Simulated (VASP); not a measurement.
Consider the following.

```yaml
crystal:
  lattice:
    - [0.00000, 2.75000, 2.75000]
    - [2.75000, 0.00000, 2.75000]
    - [2.75000, 2.75000, 0.00000]
  atoms:
    - { symbol: Li, position: [0.00000, 0.00000, 0.00000] }
    - { symbol: Br, position: [0.50000, 0.50000, 0.50000] }
```

Level of theory: PBE GGA, VASP's PBE PAW potentials (set 64) (plane waves; VASP). Settings: EDIFF = 1E-3, 520 eV cut-off, 8×8×8 Γ-centred mesh, Gaussian smearing of 0.050 eV, potentials Li_sv Br.

Q: What does the run give for the energy per atom (σ→0), band gap (on the k-mesh) with the smallest direct gap where there is one?

A: 
```
Property                                     Result
-----------------------------------  --------------
band gap (on the k-mesh)                    4.95 eV
smallest direct gap (on the k-mesh)         4.95 eV
energy per atom (σ→0)                -3.322 eV/atom
```

The absolute energy has meaning only against runs of the same code, potentials and settings.

The compound is LiBr in the rock salt structure. The cell was not relaxed at this level. The run is one of a series of settings (EDIFF = 1E-3 against the base run), some of them coarse on purpose.
